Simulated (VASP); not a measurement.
OSZICAR of a VASP run on Eu (bcc):

File OSZICAR:
```
       N       E                     dE             d eps       ncg     rms          rms(c)
DAV:   1     0.661452518990E+01    0.66145E+01   -0.33723E+03   832   0.650E+02
DAV:   2    -0.167805972675E+01   -0.82926E+01   -0.81439E+01  1168   0.972E+01
DAV:   3    -0.180744555340E+01   -0.12939E+00   -0.12640E+00  1016   0.793E+00
DAV:   4    -0.180916583287E+01   -0.17203E-02   -0.17192E-02  1216   0.143E+00
DAV:   5    -0.180916983542E+01   -0.40025E-05   -0.40024E-05  1040   0.460E-02    0.607E+00
DAV:   6    -0.182618181606E+01   -0.17012E-01   -0.91027E-03  1088   0.962E-01    0.925E-02
DAV:   7    -0.182627190733E+01   -0.90091E-04   -0.49056E-04  1248   0.188E-01    0.229E-02
DAV:   8    -0.182627531498E+01   -0.34077E-05   -0.13665E-05  1152   0.290E-02    0.232E-03
DAV:   9    -0.182627586204E+01   -0.54706E-06   -0.44561E-07   824   0.507E-03
   1 F= -.18262759E+01 E0= -.18261056E+01  d E =-.510884E-03
```

Question: Which electronic solver shows in the log?

Answer: It is blocked Davidson (ALGO = Normal, or the opening steps of other solvers). The INCAR had ALGO = Normal.

Question: Can the final energy be trusted as converged?

Answer: The calculation finished and met its thresholds. It stopped with EDIFF = 1E-6, NELM = 100 (PBE GGA, plane waves, VASP's PBE PAW potentials (set 64)). The 4f electrons are frozen in the core of the lanthanide potential, so 4f levels, which can set the real gap, and their magnetism are missing.

The compound is Eu in the bcc structure. The cell was not relaxed at this level. The run is one of a series of settings (AMIX = 1.0, BMIX = 1.0, IMIX = 1 against the base run), some of them coarse on purpose.
